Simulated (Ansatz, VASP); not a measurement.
# Cross-check of TiPbSe3 between VASP and Ansatz, part 2 of 2

Wanted: the spread between two codes on one cell, functional and k mesh. The cell is generated by rule, not measured, and may not be a known phase. The cell is taken from a series of runs on this material, whose earlier steps may have relaxed, scaled, displaced or heated it; both programs get it as it stands.

VASP 6.6.1 and Ansatz 0.2.0.

So far: Set-up; VASP: zone-centre phonons, PBEsol.

## Step 2: VASP: zone-centre phonons, PBEsol (continued)

Level of this step: PBEsol, no spin polarisation; plane waves and PAW (Ti_sv, Pb_d, Se); invented cell (VASP).

Numbers of over 12 decimals in the logs are rounded to 6 here.

From OUTCAR (step 2):

```text
ion  position               nearest neighbor table
   1  0.500  0.500  0.500-   3 2.47   4 2.47   5 2.47   5 2.47   4 2.47   3 2.47
   2  0.000  0.000  0.000-
   3  0.000  0.500  0.500-   1 2.47   1 2.47
   4  0.500  0.000  0.500-   1 2.47   1 2.47
   5  0.500  0.500  0.000-   1 2.47   1 2.47

  LATTYP: Found a simple cubic cell.
 ALAT       =     4.9321777088

 Subroutine GETGRP returns: Found 48 space group operations
 (whereof 48 operations were pure point group operations)

The static configuration has the point symmetry O_h .

 Found     35 irreducible k-points:

   k-points           NKPTS =     35   k-points in BZ     NKDIM =     35   number of bands    NBANDS=     28

   dimension x,y,z NGX =    36 NGY =   36 NGZ =   36
   dimension x,y,z NGXF=    72 NGYF=   72 NGZF=   72

   ENCUT  =  500.0 eV  36.75 Ry    6.06 a.u.   8.99  8.99  8.99*2*pi/ulx,y,z

   NELECT =      44.0000    total number of electrons

 k-points in reciprocal lattice and weights: Automatic mesh
   0.00000000  0.00000000  0.00000000       0.002
   0.12500000  0.00000000  0.00000000       0.012
   0.25000000  0.00000000  0.00000000       0.012
   0.37500000  0.00000000  0.00000000       0.012
   0.50000000  0.00000000  0.00000000       0.006
   0.12500000  0.12500000  0.00000000       0.023
   0.25000000  0.12500000  0.00000000       0.047
   0.37500000  0.12500000  0.00000000       0.047
   0.50000000  0.12500000  0.00000000       0.023
[...]
0.50000000  0.50000000  0.37500000       0.012
   0.50000000  0.50000000  0.50000000       0.002

 average (electrostatic) potential at core
       1 -76.3028       2 -92.7862       3 -52.6350       4 -52.6350       5 -52.6350

  Total        0.0697385      0.0697385      0.0697385      0.0000000      0.0000000     -0.0000000
  in kB        0.9312509      0.9312509      0.9312509      0.0000000      0.0000000     -0.0000000
  external PRESSURE =       0.9312509 kB  Pullay stress =       0.0000000 kB

  energy-cutoff  :      500.00
  volume of cell :      119.98
      direct lattice vectors                 reciprocal lattice vectors
     4.932177709  0.000000000  0.000000000     0.202750197  0.000000000  0.000000000
[...]
POSITION                                       TOTAL-FORCE (eV/Angst)
 -----------------------------------------------------------------------------------
      2.46609      2.46609      2.46609         0.000000      0.000000      0.000000
      0.00000      0.00000      0.00000         0.000000      0.000000      0.000000
      0.00000      2.46609      2.46609         0.000000      0.000000      0.000000
      2.46609      0.00000      2.46609         0.000000      0.000000      0.000000
      2.46609      2.46609      0.00000         0.000000      0.000000      0.000000
 -----------------------------------------------------------------------------------
    total drift:                                0.000000      0.000000      0.000000

 Eigenvectors and eigenvalues of the dynamical matrix
 ----------------------------------------------------

   1 f  =    7.623000 THz    47.896723 2PiTHz  254.275919 cm-1    31.526182 meV
             X         Y         Z           dx          dy          dz
      2.466089  2.466089  2.466089    -0.568583   -0.001131   -0.000000
      0.000000  0.000000  0.000000    -0.001856   -0.000004    0.000000
      0.000000  2.466089  2.466089     0.786282   -0.000340   -0.000000
      2.466089  0.000000  2.466089    -0.170977    0.001564    0.000000
      2.466089  2.466089  0.000000    -0.170977   -0.000340   -0.000000

   2 f  =    7.623000 THz    47.896723 2PiTHz  254.275919 cm-1    31.526182 meV
             X         Y         Z           dx          dy          dz
      2.466089  2.466089  2.466089     0.000000   -0.000000   -0.568584
      0.000000  0.000000  0.000000     0.000000   -0.000000   -0.001856
      0.000000  2.466089  2.466089    -0.000000   -0.000000   -0.170977
      2.466089  0.000000  2.466089     0.000000    0.000000   -0.170977
      2.466089  2.466089  0.000000     0.000000   -0.000000    0.786284

   3 f  =    7.623000 THz    47.896723 2PiTHz  254.275919 cm-1    31.526182 meV
             X         Y         Z           dx          dy          dz
      2.466089  2.466089  2.466089    -0.001131    0.568583   -0.000000
      0.000000  0.000000  0.000000    -0.000004    0.001856    0.000000
      0.000000  2.466089  2.466089     0.001564    0.170977    0.000000
      2.466089  0.000000  2.466089    -0.000340   -0.786282   -0.000000
      2.466089  2.466089  0.000000    -0.000340    0.170977    0.000000

   4 f  =    0.121641 THz     0.764295 2PiTHz    4.057518 cm-1     0.503068 meV
             X         Y         Z           dx          dy          dz
      2.466089  2.466089  2.466089     0.011000   -0.031809    0.396493
      0.000000  0.000000  0.000000     0.016597   -0.047993    0.598223
      0.000000  2.466089  2.466089     0.012473   -0.029784    0.371245
      2.466089  0.000000  2.466089     0.010300   -0.036068    0.371245
      2.466089  2.466089  0.000000     0.010300   -0.029784    0.449581

   5 f  =    0.121641 THz     0.764295 2PiTHz    4.057518 cm-1     0.503068 meV
             X         Y         Z           dx          dy          dz
      2.466089  2.466089  2.466089     0.387325   -0.089428   -0.017920
      0.000000  0.000000  0.000000     0.584391   -0.134927   -0.027038
      0.000000  2.466089  2.466089     0.439186   -0.083733   -0.016779
      2.466089  0.000000  2.466089     0.362661   -0.101402   -0.016779
      2.466089  2.466089  0.000000     0.362661   -0.083733   -0.020320

   6 f  =    0.121641 THz     0.764295 2PiTHz    4.057518 cm-1     0.503068 meV
             X         Y         Z           dx          dy          dz
      2.466089  2.466089  2.466089     0.090540    0.386433    0.028490
      0.000000  0.000000  0.000000     0.136605    0.583044    0.042986
      0.000000  2.466089  2.466089     0.102662    0.361825    0.026676
      2.466089  0.000000  2.466089     0.084774    0.438174    0.026676
      2.466089  2.466089  0.000000     0.084774    0.361825    0.032305

   7 f/i=    1.023933 THz     6.433561 2PiTHz   34.154727 cm-1     4.234645 meV
             X         Y         Z           dx          dy          dz
      2.466089  2.466089  2.466089     0.022056   -0.029823    0.703802
      0.000000  0.000000  0.000000    -0.014860    0.020093   -0.474183
      0.000000  2.466089  2.466089     0.012664    0.010105   -0.238474
      2.466089  0.000000  2.466089    -0.007473   -0.017124   -0.238474
      2.466089  2.466089  0.000000    -0.007473    0.010105    0.404108

   8 f/i=    1.023933 THz     6.433561 2PiTHz   34.154727 cm-1     4.234645 meV
             X         Y         Z           dx          dy          dz
      2.466089  2.466089  2.466089    -0.247698    0.658852    0.035681
      0.000000  0.000000  0.000000     0.166885   -0.443898   -0.024040
      0.000000  2.466089  2.466089    -0.142223   -0.223243   -0.012090
      2.466089  0.000000  2.466089     0.083929    0.378298   -0.012090
      2.466089  2.466089  0.000000     0.083929   -0.223243    0.020487

   9 f/i=    1.023933 THz     6.433561 2PiTHz   34.154727 cm-1     4.234645 meV
             X         Y         Z           dx          dy          dz
      2.466089  2.466089  2.466089    -0.659449   -0.248472    0.010137
      0.000000  0.000000  0.000000     0.444300    0.167406   -0.006830
      0.000000  2.466089  2.466089    -0.378641    0.084191   -0.003435
      2.466089  0.000000  2.466089     0.223446   -0.142667   -0.003435
      2.466089  2.466089  0.000000     0.223446    0.084191    0.005821

  10 f/i=    1.890152 THz    11.876176 2PiTHz   63.048687 cm-1     7.817037 meV
             X         Y         Z           dx          dy          dz
      2.466089  2.466089  2.466089     0.000000    0.000000   -0.000000
      0.000000  0.000000  0.000000     0.000000   -0.000000    0.000000
      0.000000  2.466089  2.466089     0.000000   -0.706378    0.031475
      2.466089  0.000000  2.466089     0.006324    0.000000   -0.031475
      2.466089  2.466089  0.000000    -0.006324    0.706378   -0.000000

  11 f/i=    1.890152 THz    11.876176 2PiTHz   63.048687 cm-1     7.817037 meV
             X         Y         Z           dx          dy          dz
      2.466089  2.466089  2.466089     0.000000   -0.000000   -0.000000
      0.000000  0.000000  0.000000    -0.000000   -0.000000   -0.000000
      0.000000  2.466089  2.466089     0.000000   -0.031830   -0.704777
      2.466089  0.000000  2.466089    -0.047709   -0.000000    0.704777
      2.466089  2.466089  0.000000     0.047709    0.031830    0.000000

  12 f/i=    1.890152 THz    11.876176 2PiTHz   63.048687 cm-1     7.817037 meV
             X         Y         Z           dx          dy          dz
      2.466089  2.466089  2.466089     0.000000    0.000000    0.000000
      0.000000  0.000000  0.000000     0.000000    0.000000   -0.000000
      0.000000  2.466089  2.466089     0.000000    0.004179   -0.047944
      2.466089  0.000000  2.466089     0.705467    0.000000    0.047944
      2.466089  2.466089  0.000000    -0.705467   -0.004179   -0.000000

  13 f/i=    2.445379 THz    15.364771 2PiTHz   81.569071 cm-1    10.113271 meV
             X         Y         Z           dx          dy          dz
      2.466089  2.466089  2.466089     0.108082    0.099887    0.000538
      0.000000  0.000000  0.000000     0.472574    0.436740    0.002352
      0.000000  2.466089  2.466089    -0.088193   -0.355869   -0.001917
      2.466089  0.000000  2.466089    -0.385067   -0.081505   -0.001917
      2.466089  2.466089  0.000000    -0.385067   -0.355869   -0.000439

  14 f/i=    2.445379 THz    15.364771 2PiTHz   81.569071 cm-1    10.113271 meV
             X         Y         Z           dx          dy          dz
      2.466089  2.466089  2.466089     0.002316   -0.001714   -0.147143
      0.000000  0.000000  0.000000     0.010128   -0.007494   -0.643362
      0.000000  2.466089  2.466089    -0.001890    0.006106    0.524230
      2.466089  0.000000  2.466089    -0.008252    0.001398    0.524230
      2.466089  2.466089  0.000000    -0.008252    0.006106    0.120066

  15 f/i=    2.445379 THz    15.364771 2PiTHz   81.569071 cm-1    10.113271 meV
             X         Y         Z           dx          dy          dz
      2.466089  2.466089  2.466089     0.099861   -0.108070    0.002831
      0.000000  0.000000  0.000000     0.436629   -0.472520    0.012377
      0.000000  2.466089  2.466089    -0.081485    0.385023   -0.010085
      2.466089  0.000000  2.466089    -0.355778    0.088183   -0.010085
      2.466089  2.466089  0.000000    -0.355778    0.385023   -0.002310

 ELASTIC MODULI CONTR FROM IONIC RELAXATION (kBar)
 Direction    XX          YY          ZZ          XY          YZ          ZX
 --------------------------------------------------------------------------------
 XX           0.0000      0.0000      0.0000      0.0000      0.0000      0.0000
 YY           0.0000      0.0000      0.0000      0.0000      0.0000      0.0000
 ZZ           0.0000      0.0000      0.0000      0.0000      0.0000      0.0000
 XY           0.0000      0.0000      0.0000      0.0000      0.0000      0.0000
 YZ           0.0000      0.0000      0.0000      0.0000      0.0000      0.0000
 ZX           0.0000      0.0000      0.0000      0.0000      0.0000      0.0000
 --------------------------------------------------------------------------------
```

## Step 3: Ansatz: zone-centre phonons, PBEsol

Ansatz runs on its default PAW (the set named soft_2) files.

The same cell, functional, mesh and smearing now go to Ansatz, which takes its cutoff from its data sets.

Contents of input.yaml:

```yaml
crystal:
  lattice:
    - [4.9321777088, 0.0, 0.0]
    - [0.0, 4.9321777088, 0.0]
    - [0.0, 0.0, 4.9321777088]
  atoms:
    - { symbol: Ti, position: [0.5, 0.5, 0.5] }
    - { symbol: Pb, position: [0.0, 0.0, 0.0] }
    - { symbol: Se, position: [0.0, 0.5, 0.5] }
    - { symbol: Se, position: [0.5, 0.0, 0.5] }
    - { symbol: Se, position: [0.5, 0.5, 0.0] }
kpoints:
  mp_grid: { grid: [8, 8, 8] }
hamiltonian:
  xc: pbesol
scf:
  occupations: { method: methfessel_paxton, width: 0.2 }
output:
  eigenvalues: true
phonons:
  method: dfpt
```

Run with:

```bash
$ ansatz run input.yaml --threads 8 --pin off --max-ram 14336MiB --backend cpu --events-out ev --progress --plain --runs-dir out
```

The program printed:

```text
zone centre: on kpoints.mp_grid the ground state, and the responses unless they are solved on pairs of k-points, stand on 125 of the mesh's 512 k-points, reduced under 8 symmetry operations, with k and −k counted as one. Each operation leaves every solved displacement unchanged or reverses it
Engine: ansatz 0.2.0, aarch64-unknown-linux-gnu
Pseudopotentials: kind: paw
Pseudopotential: Ti, paw, valence charge 12, recommended cutoff 420 eV (normal), Ti.paw.azcp
Pseudopotential: Pb, paw, valence charge 14, recommended cutoff 420 eV (normal), Pb.paw.azcp
Pseudopotential: Se, paw, valence charge 16, recommended cutoff 420 eV (normal), Se.paw.azcp
Functional definition: PBEsol
  exchange = pbesol_x
  correlation = pbesol_c
Crystal: 5 atoms, lattice volume = 119.982 Å³
Basis set: ecut = 420 eV, 2325 PW (Γ), exchange–correlation on 72×72×72 points (8 copies of the dense FFT grid, shifted against one another)
Bands: 45, of which v1, the nominal top of the filled ones, is band 37 counted from 1 (36 counted from 0)
Symmetry: 48 space group operations
k-points: 125 of 512 (irreducible under 8 space group operations)
Non-local potential: Ti, projectors of the file, l = 0: 3, l = 1: 2, l = 2: 3, l = 3: 1
Non-local potential: Pb, projectors of the file, l = 0: 2, l = 1: 2, l = 2: 2, l = 3: 2
Non-local potential: Se, projectors of the file, l = 0: 2, l = 1: 2, l = 2: 3, l = 3: 1
PAW form: soft (Blöchl's): semilocal exchange-correlation on the pseudo side does not see the compensation charge
PAW frozen core: Ti, regenerated for the run's functional, and the local potential with it (the file was generated under x = pbe(κ = 0.804, μ = 0.219515), c = pbe(β = 0.066725))
PAW frozen core: Pb, regenerated for the run's functional, and the local potential with it (the file was generated under x = pbe(κ = 0.804, μ = 0.219515), c = pbe(β = 0.066725))
PAW frozen core: Se, regenerated for the run's functional, and the local potential with it (the file was generated under x = pbe(κ = 0.804, μ = 0.219515), c = pbe(β = 0.066725))
PAW one-centre angular grid: Ti, 590 points (default); XC on 64 Gauss nodes
PAW one-centre angular grid: Pb, 590 points (default); XC on 64 Gauss nodes
PAW one-centre angular grid: Se, 590 points (default); XC on 64 Gauss nodes
Initial density: superposition of atomic densities (neutral atoms: chi_scale 0, normalization atom), corrected by the library's trained network
Initial wavefunctions: pseudopotential atomic-orbital guess
Functional: x = pbesol(κ = 0.804, μ = 0.123457), c = pbesol(β = 0.046)
SCF iter   1: F=—  HF=-30504.419334 eV  |F-HF|=—  |Δ(HF+E_count)|=         —  Δρ=7.09e-3  dr2=9.20e-2  ethr=1.77e-3  ⟨swp⟩=6.7  Hψ=20956  notcnv=0
preconditioner: auto → Kerker (q_TF=auto, 2.517 Å⁻¹)  [metal: Δε(μ)=0.045 eV  Ē_g=10.867 eV  σ=0.200 eV  W_gap=0.19  n_scr=26 (ndim 8)  ℏωp=20.3 eV  f_vac=0.008  D(μ)=2.01/eV (n_scr^D=6)]
SCF iter   2: F=—  HF=-30504.411382 eV  |F-HF|=—  |Δ(HF+E_count)|=   7.95e-3  S|Δr|=    0.00e0  Δρ=3.68e-3  dr2=2.71e-2  ethr=1.24e-4  ⟨swp⟩=1.0  Hψ=6625  notcnv=0
SCF iter   3: F=—  HF=-30504.408445 eV  |F-HF|=—  |Δ(HF+E_count)|=   2.94e-3  S|Δr|=    0.00e0  Δρ=4.72e-4  dr2=3.46e-4  ethr=3.66e-5  ⟨swp⟩=1.9  Hψ=5752  notcnv=0
SCF iter   4: F=—  HF=-30504.408445 eV  |F-HF|=—  |Δ(HF+E_count)|=   2.95e-7  S|Δr|=    0.00e0  Δρ=2.66e-4  dr2=1.13e-4  ethr=4.67e-7  ⟨swp⟩=2.0  Hψ=9998  notcnv=0
SCF iter   5: F=—  HF=-30504.408439 eV  |F-HF|=—  |Δ(HF+E_count)|=   5.96e-6  S|Δr|=    0.00e0  Δρ=7.20e-5  dr2=1.08e-5  ethr=1.53e-7  ⟨swp⟩=2.4  Hψ=10067  notcnv=0
SCF iter   6: F=—  HF=-30504.408438 eV  |F-HF|=—  |Δ(HF+E_count)|=   9.69e-7  S|Δr|=    0.00e0  Δρ=1.67e-5  dr2=4.57e-7  ethr=1.46e-8  ⟨swp⟩=2.0  Hψ=10028  notcnv=0
SCF iter   7: F=—  HF=-30504.408438 eV  |F-HF|=—  |Δ(HF+E_count)|=   1.64e-7  S|Δr|=    0.00e0  Δρ=5.99e-6  dr2=7.03e-8  ethr=6.17e-10  ⟨swp⟩=3.0  Hψ=10567  notcnv=0
SCF iter   8: F=—  HF=-30504.408438 eV  |F-HF|=—  |Δ(HF+E_count)|=   2.35e-8  S|Δr|=    0.00e0  Δρ=1.83e-6  dr2=6.34e-9  ethr=9.49e-11  ⟨swp⟩=2.1  Hψ=6477  notcnv=0
SCF iter   9: F=—  HF=-30504.408438 eV  |F-HF|=—  |Δ(HF+E_count)|=  1.42e-10  S|Δr|=    0.00e0  Δρ=4.50e-7  dr2=6.82e-10  ethr=8.57e-12  ⟨swp⟩=2.1  Hψ=9918  notcnv=0
SCF iter  10: F=—  HF=-30504.408438 eV  |F-HF|=—  |Δ(HF+E_count)|=  1.46e-10  S|Δr|=    0.00e0  Δρ=1.41e-7  dr2=4.75e-11  ethr=1.00e-12  ⟨swp⟩=2.1  Hψ=6936  notcnv=0
SCF iter  11: F=-30504.408438 eV  HF=-30504.408438 eV  |F-HF|=7.28e-12  |Δ(HF+E_count)|=  3.64e-12  S|Δr|=    0.00e0  Δρ=3.92e-8  dr2=2.19e-12  ethr=1.00e-12  ⟨swp⟩=9.1  Hψ=24514  notcnv=0
SCF 1 converged in 11 iterations: F = -30504.408438 eV  dr2 = 2.19e-12
  greatest PAW one-centre occupation: 1.000 electrons in one spin orbital (limit 2), on the Se atom at site 4 (counted from 0), in its partial waves of l = 2
DFPT response loops at Γ: preconditioner auto → Kerker (q_TF=auto, 2.517 Å⁻¹) (partly filled bands, converged f_vac=0.006); β = 1.00, the filter's whole step (`scf.mixing.beta` (0.50) is not read by the response loops under this deck's `scf.mixing.preconditioner`; to damp them name `kerker` or `kerker_dos`, under which they read `scf.mixing.beta`, and type it under 1.00, their step now; both keys bind the ground state too); Broyden in place of MSR1
SCF converged after 11 iterations
Stability not checked: this state was not tested for a lower state beside it, because cold or Methfessel-Paxton smearing, or corrected tetrahedra, fill the levels in a way that the test cannot read (fill_not_monotonic; see scf.lower_state_search)
Free energy (F): -30504.408438 eV
Harris-Foulkes:  -30504.408438 eV  (|F-HF|=7.28e-12)
Internal energy: -30504.406291 eV  (E = F + TS)
E sigma→0 (E₀):  -30504.407901 eV
Entropy (-TS):   -0.002146 eV (-0.429 meV/atom)
Fermi energy:    9.885978 eV
Step filling:    the computed levels leave a gap of 0.0382 eV = 0.2 smearing widths at the electron count; against every level under it full and every level over it empty, smearing changes F+E_penalty+E_count by +1.467 meV and its σ→0 estimate by +2.003 meV
--- Per-component energies (eV) ---
  E_band       = -1336.141058
  E_kinetic    = 916.367516
  E_local      = -9376.800168  (includes V_loc(G=0)·N_el)
  E_nonlocal   = -1419.148476
  E_hartree    = 4469.349129
  E_xc         = -627.192136
  E_vxc        = -550.271969  (∫ρ·V_xc dr)
  E_paw        = -16877.453079  (= ΣΔE_a)
  E_vpaw       = 155.015414  (= ΣTr[D̂ρ^β])
  E_aug_tail   = -0.001679  (compensation charges beyond the density's cutoff)
  E_ewald      = -7592.754251
  E_core_change = 3.226852  (= ΣΔE_core)
  E_smearing   = -0.002146  (= −TS)
  E_closure    = -0.000000  (closes the sum)
  Σ components = -30504.408438   (vs F -30504.408438, Δ=0.00e0)
--- Band table (eV; the first three rows and the last of 125) ---
  k-point 0: bands = [... 33 lower, 8.4821, 9.0025, 9.0025, 9.0025, 9.4812, 9.4812, 9.4812, 10.8544, ... 4 higher]
  k-point 1: bands = [... 33 lower, 8.3784, 8.5783, 8.8941, 8.8941, 9.4865, 9.9445, 9.9445, 10.8601, ... 4 higher]
  k-point 2: bands = [... 33 lower, 8.0792, 8.1523, 8.9684, 8.9684, 9.4993, 10.5094, 10.5094, 10.8703, ... 4 higher]
  k-point 124: bands = [... 33 lower, 6.1584, 10.0941, 10.0941, 10.0941, 10.6898, 10.6898, 10.6898, 14.0194, ... 4 higher]
--- Phonons (Γ-DFPT): 4 representative perturbations + reference, on 125 of 512 k-points (Σ response iterations 12) ---
  k mesh reduced under 8 symmetry operations, with k and −k counted as one. Each operation leaves every solved displacement unchanged or reverses it
  ASR residual: 5.418e-5 → 0.000e0 eV/Å²; symmetrization residual: 9.962e-6 eV/Å²
  ASR residual per site (eV/Å²): 2.32e-5 5.42e-5 1.40e-5 1.40e-5 1.40e-5
  Γ frequencies (cm⁻¹): -81.87 -81.87 -81.87 -63.84 -63.84 -63.84 -41.53 -41.53 -41.53 0.00 0.00 0.00 251.70 251.70 251.70
  non-analytic LO–TO correction: not included (Born effective charges unavailable; polar crystals: no LO–TO splitting at Γ)
```

## Step 4: Differences

Known differences besides the potentials themselves: the data sets hold 74 valence electrons in Ansatz (on its default PAW (the set named soft_2) files) and 44 in VASP; the cutoff is 420 eV in Ansatz and 500 eV in VASP; Ansatz makes its cores anew for this functional, VASP keeps those of its PBE data sets. Total energies have different zeros and are not compared.

The two programs side by side:

| quantity | Ansatz | VASP | difference |
| --- | --- | --- | --- |
| optical mode 1 to 3 (imaginary, printed as negative) (cm⁻¹) | -81.9 | -81.6 | -0.3 |
| optical mode 4 to 6 (imaginary, printed as negative) (cm⁻¹) | -63.8 | -63.0 | -0.8 |
| optical mode 7 to 9 (imaginary, printed as negative) (cm⁻¹) | -41.5 | -34.2 | -7.4 |
| optical mode 10 to 12 (cm⁻¹) | 251.7 | 254.3 | -1.01 % |

Modes are paired by rising frequency, not by their patterns, so a pair may set unlike modes beside each other; they are those without the splitting of longitudinal modes.

## Step 5: Summary of results

```
r.m.s. difference of the optical zone-centre modes, each program's sorted by frequency (zone-centre phonons, PBEsol) : 3.9 cm⁻¹
difference in optical mode 10 to 12 (zone-centre phonons, PBEsol)                                                    : -1.0 %
```

In words: The r.m.s. difference of the optical zone-centre modes, each program's sorted by frequency is 3.9 cm⁻¹ (zone-centre phonons, PBEsol). The data sets hold unlike numbers of valence electrons (74 in Ansatz and 44 in VASP), so part of the differences comes from the potentials. Among the rows given in per cent, the largest difference of the zone-centre phonons, PBEsol pair is in optical mode 10 to 12, -1.0 %. What causes the difference of the zone-centre phonons, PBEsol pair stays open here. Such differences can come from data sets, numerical settings and the points named under the comparisons, not from the functional's error against experiment.

[Lines on the potential files, build, host, timing and source positions are cut from VASP's logs without a mark.]

[Logs are printed without paths, hosts, clocks, repeated set-up lines and the standing remarks that a program may print on its own settings, such as how far it seeks lower states.]

[Hosts, paths, dates, database ids (printed as entryN), source tags and the programs' standing remarks are cut or masked in the printed files.]
